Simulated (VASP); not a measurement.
Calculation: PBE GGA, VASP's PBE PAW potentials (set 64) (plane waves; VASP 6.6.1).

VASP ran on this input.

File KPOINTS:
```
Automatic mesh
0
Gamma
4 4 3
0 0 0
```

POSCAR:
```
GdGe2
4.4785580
  1.0000000000   0.0000000000   0.0000000000
 -0.5000000000   0.8660254037   0.0000000000
  0.0000000000   0.0000000000   1.0827621301
Gd Ge
1 2
Cartesian
 -0.0067505000  -0.0071299871   0.0015364395
  0.0020405000   0.5920296884   0.5377094187
  0.5047095000   0.2811265685   0.5435162720
```

### INCAR
```
SYSTEM = GdGe2
PREC = Accurate
ENCUT = 300
EDIFF = 1E-6
NELM = 100
ALGO = Normal
LREAL = .FALSE.
LASPH = .TRUE.
ISMEAR = 0
SIGMA = 0.1
GGA = PE
LMAXMIX = 6
LWAVE = .FALSE.
LCHARG = .FALSE.
ISIF = 2
ISPIN = 2
MAGMOM = 7.0 0.0 0.0
LORBIT = 11
```

POTCAR, in this order: Gd Ge_d (PBE.64 set). Program: vasp_std.

Output

**OSZICAR**
```
...
DAV:  12    -0.218626626310E+02   -0.60960E-01   -0.17987E-02  5307   0.148E+00    0.980E+00
DAV:  13    -0.217843858668E+02    0.78277E-01   -0.25023E-02  4890   0.178E+00    0.889E+00
DAV:  14    -0.218074739747E+02   -0.23088E-01   -0.54955E-01  4935   0.381E+00    0.102E+01
DAV:  15    -0.218238354185E+02   -0.16361E-01   -0.68794E-02  4914   0.212E+00    0.103E+01
DAV:  16    -0.218006775957E+02    0.23158E-01   -0.12710E-02  4908   0.917E-01    0.104E+01
DAV:  17    -0.217551492229E+02    0.45528E-01   -0.80329E-03  4478   0.128E+00    0.104E+01
DAV:  18    -0.217465276550E+02    0.86216E-02   -0.13038E-03  6074   0.373E-01    0.104E+01
DAV:  19    -0.216392572894E+02    0.10727E+00   -0.15070E-01  4758   0.291E+00    0.102E+01
DAV:  20    -0.216858726854E+02   -0.46615E-01   -0.47277E-01  4823   0.299E+00    0.112E+01
DAV:  21    -0.216409489822E+02    0.44924E-01   -0.15074E-01  3931   0.324E+00    0.116E+01
DAV:  22    -0.215159689560E+02    0.12498E+00   -0.43172E-02  4555   0.138E+00    0.119E+01
DAV:  23    -0.214320766018E+02    0.83892E-01   -0.10473E-02  5237   0.125E+00    0.122E+01
DAV:  24    -0.213864753272E+02    0.45601E-01   -0.42684E-03  5266   0.907E-01    0.121E+01
DAV:  25    -0.213530117212E+02    0.33464E-01   -0.36962E-03  5386   0.792E-01    0.119E+01
DAV:  26    -0.212284270085E+02    0.12458E+00   -0.42578E-02  4984   0.342E+00    0.114E+01
DAV:  27    -0.210523864922E+02    0.17604E+00   -0.92320E-02  5052   0.582E+00    0.969E+00
DAV:  28    -0.211885093972E+02   -0.13612E+00   -0.50228E-02  5845   0.308E+00    0.865E+00
DAV:  29    -0.213635886991E+02   -0.17508E+00   -0.25482E-02  4615   0.152E+00    0.806E+00
DAV:  30    -0.214333136897E+02   -0.69725E-01   -0.94382E-03  5018   0.689E-01    0.784E+00
DAV:  31    -0.214592800127E+02   -0.25966E-01   -0.19153E-03  5347   0.391E-01    0.776E+00
DAV:  32    -0.214698865178E+02   -0.10607E-01   -0.70493E-04  5117   0.665E-01    0.777E+00
DAV:  33    -0.214873618968E+02   -0.17475E-01   -0.59078E-03  4739   0.157E+00    0.754E+00
DAV:  34    -0.214960145042E+02   -0.86526E-02   -0.15509E-02  4975   0.144E+00    0.736E+00
DAV:  35    -0.214831905870E+02    0.12824E-01   -0.24511E-03  5352   0.378E-01    0.731E+00
DAV:  36    -0.214753274996E+02    0.78631E-02   -0.51716E-04  5145   0.252E-01    0.731E+00
DAV:  37    -0.214662072784E+02    0.91202E-02   -0.83592E-04  4508   0.231E-01    0.742E+00
DAV:  38    -0.214631126867E+02    0.30946E-02   -0.10737E-03  4810   0.546E-01    0.739E+00
DAV:  39    -0.214855929788E+02   -0.22480E-01   -0.11371E-02  4488   0.189E+00    0.730E+00
DAV:  40    -0.214998576922E+02   -0.14265E-01   -0.45091E-03  5747   0.677E-01    0.725E+00
DAV:  41    -0.215208215946E+02   -0.20964E-01   -0.83180E-03  4541   0.147E+00    0.738E+00
DAV:  42    -0.215591249896E+02   -0.38303E-01   -0.76657E-03  5209   0.998E-01    0.739E+00
DAV:  43    -0.215912368445E+02   -0.32112E-01   -0.84179E-03  4489   0.796E-01    0.721E+00
DAV:  44    -0.216218134991E+02   -0.30577E-01   -0.62602E-03  5135   0.624E-01    0.687E+00
DAV:  45    -0.216284115255E+02   -0.65980E-02   -0.28990E-03  5143   0.524E-01    0.651E+00
DAV:  46    -0.216272981600E+02    0.11134E-02   -0.12049E-02  4362   0.165E+00    0.618E+00
DAV:  47    -0.216214274800E+02    0.58707E-02   -0.13206E-02  4910   0.137E+00    0.577E+00
DAV:  48    -0.216209829453E+02    0.44453E-03   -0.55086E-03  5338   0.606E-01    0.557E+00
DAV:  49    -0.216225534145E+02   -0.15705E-02   -0.11232E-03  5172   0.302E-01    0.553E+00
DAV:  50    -0.216227556789E+02   -0.20226E-03   -0.27559E-04  4760   0.157E-01    0.553E+00
DAV:  51    -0.216198702686E+02    0.28854E-02   -0.15592E-03  4474   0.777E-01    0.559E+00
DAV:  52    -0.216209202663E+02   -0.10500E-02   -0.46079E-04  5119   0.171E-01    0.556E+00
DAV:  53    -0.216208664240E+02    0.53842E-04   -0.11907E-04  4676   0.819E-02    0.556E+00
DAV:  54    -0.216208969088E+02   -0.30485E-04   -0.39386E-05  4334   0.450E-02    0.556E+00
DAV:  55    -0.216201831865E+02    0.71372E-03   -0.39986E-05  4735   0.135E-01    0.558E+00
DAV:  56    -0.216678719343E+02   -0.47689E-01   -0.21304E-01  4737   0.531E+00    0.332E+00
DAV:  57    -0.216863852172E+02   -0.18513E-01   -0.84056E-02  4497   0.301E+00    0.377E+00
DAV:  58    -0.216862362609E+02    0.14896E-03   -0.74313E-03  4656   0.700E-01    0.406E+00
DAV:  59    -0.216713730468E+02    0.14863E-01   -0.33665E-03  4941   0.673E-01    0.379E+00
DAV:  60    -0.216493335905E+02    0.22039E-01   -0.32808E-02  4736   0.127E+00    0.338E+00
DAV:  61    -0.216558127246E+02   -0.64791E-02   -0.13802E-02  4416   0.194E+00    0.368E+00
DAV:  62    -0.216495033144E+02    0.63094E-02   -0.71189E-03  5341   0.799E-01    0.380E+00
DAV:  63    -0.216486372364E+02    0.86608E-03   -0.20753E-03  5526   0.411E-01    0.388E+00
DAV:  64    -0.216481281404E+02    0.50910E-03   -0.13701E-03  4960   0.418E-01    0.404E+00
DAV:  65    -0.216484398155E+02   -0.31168E-03   -0.33777E-03  4603   0.641E-01    0.446E+00
DAV:  66    -0.216519699390E+02   -0.35301E-02   -0.12730E-01  4278   0.394E+00    0.323E+00
DAV:  67    -0.216666185577E+02   -0.14649E-01   -0.11102E-02  5149   0.873E-01    0.320E+00
DAV:  68    -0.216700202777E+02   -0.34017E-02   -0.26513E-03  5428   0.345E-01    0.314E+00
DAV:  69    -0.216707646521E+02   -0.74437E-03   -0.68033E-04  5396   0.201E-01    0.313E+00
DAV:  70    -0.216706779008E+02    0.86751E-04   -0.32649E-04  5036   0.207E-01    0.313E+00
DAV:  71    -0.216709259995E+02   -0.24810E-03   -0.66186E-03  4314   0.951E-01    0.299E+00
DAV:  72    -0.216732006736E+02   -0.22747E-02   -0.33868E-03  5024   0.777E-01    0.279E+00
DAV:  73    -0.216747808257E+02   -0.15802E-02   -0.22726E-03  4994   0.578E-01    0.258E+00
DAV:  74    -0.216810549094E+02   -0.62741E-02   -0.21510E-03  4441   0.576E-01    0.222E+00
DAV:  75    -0.216844990743E+02   -0.34442E-02   -0.16645E-03  4625   0.478E-01    0.199E+00
DAV:  76    -0.216885111740E+02   -0.40121E-02   -0.32128E-03  4137   0.722E-01    0.179E+00
DAV:  77    -0.216897638131E+02   -0.12526E-02   -0.95980E-04  5023   0.458E-01    0.158E+00
DAV:  78    -0.216913619212E+02   -0.15981E-02   -0.82888E-04  4819   0.398E-01    0.138E+00
DAV:  79    -0.216926770608E+02   -0.13151E-02   -0.14670E-03  5164   0.469E-01    0.117E+00
DAV:  80    -0.216925739003E+02    0.10316E-03   -0.14579E-03  5138   0.531E-01    0.996E-01
DAV:  81    -0.216929715648E+02   -0.39766E-03   -0.96427E-04  5235   0.396E-01    0.900E-01
DAV:  82    -0.216923249764E+02    0.64659E-03   -0.48882E-04  5261   0.329E-01    0.867E-01
DAV:  83    -0.216908164178E+02    0.15086E-02   -0.10828E-03  4939   0.372E-01    0.847E-01
DAV:  84    -0.216898468513E+02    0.96957E-03   -0.55863E-04  5531   0.243E-01    0.823E-01
DAV:  85    -0.216897201896E+02    0.12666E-03   -0.21806E-04  5592   0.157E-01    0.812E-01
DAV:  86    -0.216900842188E+02   -0.36403E-03   -0.18209E-04  4918   0.197E-01    0.825E-01
DAV:  87    -0.216904126623E+02   -0.32844E-03   -0.10792E-04  5441   0.114E-01    0.784E-01
DAV:  88    -0.216904755172E+02   -0.62855E-04   -0.52478E-05  5468   0.708E-02    0.757E-01
DAV:  89    -0.216911231722E+02   -0.64766E-03   -0.19630E-04  4592   0.161E-01    0.674E-01
DAV:  90    -0.216924250590E+02   -0.13019E-02   -0.87066E-04  4836   0.336E-01    0.577E-01
DAV:  91    -0.216926883440E+02   -0.26328E-03   -0.18120E-04  5769   0.148E-01    0.588E-01
DAV:  92    -0.216929704082E+02   -0.28206E-03   -0.85816E-05  4715   0.105E-01    0.527E-01
DAV:  93    -0.216932561504E+02   -0.28574E-03   -0.30891E-05  4886   0.620E-02    0.497E-01
DAV:  94    -0.216934889608E+02   -0.23281E-03   -0.30591E-05  4166   0.643E-02    0.470E-01
DAV:  95    -0.216937191481E+02   -0.23019E-03   -0.66745E-05  4253   0.983E-02    0.430E-01
DAV:  96    -0.216935761265E+02    0.14302E-03   -0.16656E-03  4530   0.607E-01    0.339E-01
DAV:  97    -0.216938897777E+02   -0.31365E-03   -0.32246E-04  5304   0.303E-01    0.258E-01
DAV:  98    -0.216937824352E+02    0.10734E-03   -0.10177E-04  5201   0.115E-01    0.220E-01
DAV:  99    -0.216938708580E+02   -0.88423E-04   -0.24353E-05  5241   0.701E-02    0.203E-01
DAV: 100    -0.216939622419E+02   -0.91384E-04   -0.26270E-05  4285   0.528E-02
   1 F= -.21693962E+02 E0= -.21688369E+02  d E =-.111869E-01  mag=     7.0447
```

**OUTCAR**
```
------------------------ aborting loop EDIFF was not reached (unconverged)  ----------------------------
  FORCE on cell =-STRESS in cart. coord.  units (eV):
  Direction    XX          YY          ZZ          XY          YZ          ZX
  --------------------------------------------------------------------------------------
  Total       -3.6255453     -2.7971248     -5.6761631      0.0235914     -0.0071299      0.0658159
  in kB      -68.9613289    -53.2039807   -107.9660353      0.4487319     -0.1356175      1.2518803
  external PRESSURE =     -76.7104483 kB  Pullay stress =       0.0000000 kB
  volume of cell :       84.23
      direct lattice vectors                 reciprocal lattice vectors
     4.478558000  0.000000000  0.000000000     0.223286156  0.128914322  0.000000000
    -2.239279000  3.878545000  0.000000000     0.000000000  0.257828645  0.000000000
     0.000000000  0.000000000  4.849213000     0.000000000  0.000000000  0.206219030
 POSITION                                       TOTAL-FORCE (eV/Angst)
 -----------------------------------------------------------------------------------
      2.20905      3.84661      0.00688         0.032751      0.020763     -0.025006
      0.00914      2.65144      2.40816         0.048156     -0.734180     -0.012065
      2.26037      1.25904      2.43417        -0.080907      0.713417      0.037071
 -----------------------------------------------------------------------------------
    total drift:                               -0.004433     -0.005804      0.000522
  FREE ENERGIE OF THE ION-ELECTRON SYSTEM (eV)
  ---------------------------------------------------
  free  energy   TOTEN  =       -21.6939622419 eV

  energy  without entropy=      -21.6827753250  energy(sigma->0) =      -21.68836878

 total charge

# of ion       s       p       d       f       tot
--------------------------------------------------
    1        2.017   5.564   0.376   7.160  15.116
    2        1.195   1.065  10.010   0.000  12.270
    3        1.195   1.064  10.010   0.000  12.269
--------------------------------------------------
tot          4.407   7.693  20.395   7.160  39.655

 magnetization (x)

# of ion       s       p       d       f       tot
--------------------------------------------------
    1        0.001  -0.069   0.107   6.656   6.695
    2        0.005  -0.018   0.002   0.000  -0.011
    3        0.004  -0.018   0.002   0.000  -0.011
--------------------------------------------------
tot          0.010  -0.104   0.111   6.656   6.673
```
(Selected blocks of OUTCAR.)

File stdout:
```
...
DAV:  81    -0.216929715648E+02   -0.39766E-03   -0.96427E-04  5235   0.396E-01    0.900E-01
DAV:  82    -0.216923249764E+02    0.64659E-03   -0.48882E-04  5261   0.329E-01    0.867E-01
DAV:  83    -0.216908164178E+02    0.15086E-02   -0.10828E-03  4939   0.372E-01    0.847E-01
DAV:  84    -0.216898468513E+02    0.96957E-03   -0.55863E-04  5531   0.243E-01    0.823E-01
DAV:  85    -0.216897201896E+02    0.12666E-03   -0.21806E-04  5592   0.157E-01    0.812E-01
DAV:  86    -0.216900842188E+02   -0.36403E-03   -0.18209E-04  4918   0.197E-01    0.825E-01
DAV:  87    -0.216904126623E+02   -0.32844E-03   -0.10792E-04  5441   0.114E-01    0.784E-01
DAV:  88    -0.216904755172E+02   -0.62855E-04   -0.52478E-05  5468   0.708E-02    0.757E-01
DAV:  89    -0.216911231722E+02   -0.64766E-03   -0.19630E-04  4592   0.161E-01    0.674E-01
DAV:  90    -0.216924250590E+02   -0.13019E-02   -0.87066E-04  4836   0.336E-01    0.577E-01
DAV:  91    -0.216926883440E+02   -0.26328E-03   -0.18120E-04  5769   0.148E-01    0.588E-01
DAV:  92    -0.216929704082E+02   -0.28206E-03   -0.85816E-05  4715   0.105E-01    0.527E-01
DAV:  93    -0.216932561504E+02   -0.28574E-03   -0.30891E-05  4886   0.620E-02    0.497E-01
DAV:  94    -0.216934889608E+02   -0.23281E-03   -0.30591E-05  4166   0.643E-02    0.470E-01
DAV:  95    -0.216937191481E+02   -0.23019E-03   -0.66745E-05  4253   0.983E-02    0.430E-01
DAV:  96    -0.216935761265E+02    0.14302E-03   -0.16656E-03  4530   0.607E-01    0.339E-01
DAV:  97    -0.216938897777E+02   -0.31365E-03   -0.32246E-04  5304   0.303E-01    0.258E-01
DAV:  98    -0.216937824352E+02    0.10734E-03   -0.10177E-04  5201   0.115E-01    0.220E-01
DAV:  99    -0.216938708580E+02   -0.88423E-04   -0.24353E-05  5241   0.701E-02    0.203E-01
DAV: 100    -0.216939622419E+02   -0.91384E-04   -0.26270E-05  4285   0.528E-02

 -----------------------------------------------------------------------------
|                                                                             |
|           W    W    AA    RRRRR   N    N  II  N    N   GGGG   !!!           |
|           W    W   A  A   R    R  NN   N  II  NN   N  G    G  !!!           |
|           W    W  A    A  R    R  N N  N  II  N N  N  G       !!!           |
|           W WW W  AAAAAA  RRRRR   N  N N  II  N  N N  G  GGG   !            |
|           WW  WW  A    A  R   R   N   NN  II  N   NN  G    G                |
|           W    W  A    A  R    R  N    N  II  N    N   GGGG   !!!           |
|                                                                             |
|     The electronic self-consistency was not achieved in the given           |
|     number of steps (NELM). The forces and other quantities evaluated       |
|     might not be reliable so examine the results carefully. If you find     |
|     spurious results, we suggest increasing NELM, if you were close to      |
|     convergence or switching to a different ALGO or adjusting the           |
|     density mixing parameters otherwise.                                    |
|                                                                             |
 -----------------------------------------------------------------------------

   1 F= -.21693962E+02 E0= -.21688369E+02  d E =-.111869E-01  mag=     7.0447
```

The run did not converge; its last values are not results.

At this cut-off the stress carries a Pulay error, which pulls relaxed volumes low.

The structure was generated: GdGe2 was put into an ordered model structure, which need not be its known phase. The cell was not relaxed at this level, atoms are displaced from their ideal sites. The k-mesh is coarse (spacing up to 0.43 per Å, 2π included), so the numbers may not be converged in it.
